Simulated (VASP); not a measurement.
OSZICAR of a VASP run on MgI2 (space group P-3m1):

**OSZICAR**
```
       N       E                     dE             d eps       ncg     rms          rms(c)
DAV:   1     0.659508120771E+02    0.65951E+02   -0.42613E+03   816   0.678E+02
DAV:   2    -0.246053169769E+01   -0.68411E+02   -0.64290E+02  1168   0.136E+02
DAV:   3    -0.795981705433E+01   -0.54993E+01   -0.54797E+01  1040   0.441E+01
DAV:   4    -0.809279792302E+01   -0.13298E+00   -0.13296E+00  1128   0.833E+00
DAV:   5    -0.809433123974E+01   -0.15333E-02   -0.15333E-02  1056   0.885E-01    0.622E+00
DAV:   6    -0.796885942539E+01    0.12547E+00   -0.15072E-01   888   0.214E+00    0.402E+00
DAV:   7    -0.794632503405E+01    0.22534E-01   -0.43512E-02  1000   0.115E+00    0.257E+00
DAV:   8    -0.794565851302E+01    0.66652E-03   -0.32012E-02   952   0.109E+00    0.365E-01
DAV:   9    -0.794403062959E+01    0.16279E-02   -0.47311E-03   888   0.396E-01    0.159E-01
DAV:  10    -0.794406342470E+01   -0.32795E-04   -0.36254E-04  1008   0.112E-01    0.638E-02
DAV:  11    -0.794407837123E+01   -0.14947E-04   -0.14534E-05   976   0.300E-02    0.404E-02
DAV:  12    -0.794408839226E+01   -0.10021E-04   -0.11001E-05   928   0.244E-02    0.189E-02
DAV:  13    -0.794409142763E+01   -0.30354E-05   -0.37368E-06   912   0.147E-02    0.797E-03
DAV:  14    -0.794409161550E+01   -0.18787E-06   -0.17675E-07   712   0.310E-03
   1 F= -.79440916E+01 E0= -.79440916E+01  d E =-.376364E-10  mag=    -0.0000    -0.0000    -0.0000
```

Q: Which electronic solver shows in the log?

A: It is blocked Davidson (ALGO = Normal, or the opening steps of other solvers). The INCAR had ALGO = Normal.

Q: How was spin treated?

A: With non-collinear spinors: mag has three components.

Q: Can the final energy be trusted as converged?

A: The calculation finished and met its thresholds. It stopped with EDIFF = 1E-6, NELM = 100 (PBE GGA with spin-orbit coupling, plane waves, VASP's PBE PAW potentials (set 64)).

The structure is a typed MgI2 crystal (P-3m1). The cell was not relaxed at this level. The run is one of a series of settings (GGA_COMPAT = .FALSE., LNONCOLLINEAR = .TRUE., LSORBIT = .TRUE., MAGMOM = 0.0 0.0 0.0 0.0 0.0 0.0 0.0 0.0 0.0, program vasp_ncl against the base run), some of them coarse on purpose.
